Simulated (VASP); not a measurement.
Here is the system:

```yaml
crystal:
  lattice:
    - [3.85828, 0.00000, 0.00000]
    - [-1.92914, 3.34137, 0.00000]
    - [0.00000, 0.00000, 25.21703]
  atoms:
    - { symbol: Zn, position: [0.33333, 0.66667, 0.74991] }
    - { symbol: Zn, position: [0.66667, 0.33333, 0.24991] }
    - { symbol: Zn, position: [0.33333, 0.66667, 0.12479] }
    - { symbol: Zn, position: [0.66667, 0.33333, 0.62479] }
    - { symbol: Zn, position: [0.00000, 0.00000, 0.00004] }
    - { symbol: Zn, position: [0.00000, 0.00000, 0.50004] }
    - { symbol: Zn, position: [0.66667, 0.33333, 0.87532] }
    - { symbol: Zn, position: [0.33333, 0.66667, 0.37532] }
    - { symbol: S, position: [0.00000, 0.00000, 0.59371] }
    - { symbol: S, position: [0.00000, 0.00000, 0.09371] }
    - { symbol: S, position: [0.66667, 0.33333, 0.96899] }
    - { symbol: S, position: [0.33333, 0.66667, 0.46899] }
    - { symbol: S, position: [0.33333, 0.66667, 0.21850] }
    - { symbol: S, position: [0.66667, 0.33333, 0.71850] }
    - { symbol: S, position: [0.66667, 0.33333, 0.34393] }
    - { symbol: S, position: [0.33333, 0.66667, 0.84393] }
```

Computed with PBEsol GGA, VASP's PBE PAW potentials (set 64) (plane waves; VASP). Settings: LREAL = Auto, 300 eV cut-off, 5×5×1 Γ-centred mesh, Gaussian smearing of 0.010 eV, potentials Zn S.

At this cut-off the stress carries a Pulay error, which pulls relaxed volumes low.

Predict the energy per atom (σ→0), pressure, band gap (on the k-mesh) with the smallest direct gap where there is one.

band gap (on the k-mesh): 1.86 eV
smallest direct gap (on the k-mesh): 1.86 eV
energy per atom (σ→0): -3.776 eV/atom
pressure: -3.88 GPa

Total energies compare only between runs with the same potentials, cut-off and functional.

The structure comes from a computed database's ZnS entry; how it stands against other phases isn't given here. The cell was not relaxed at this level.
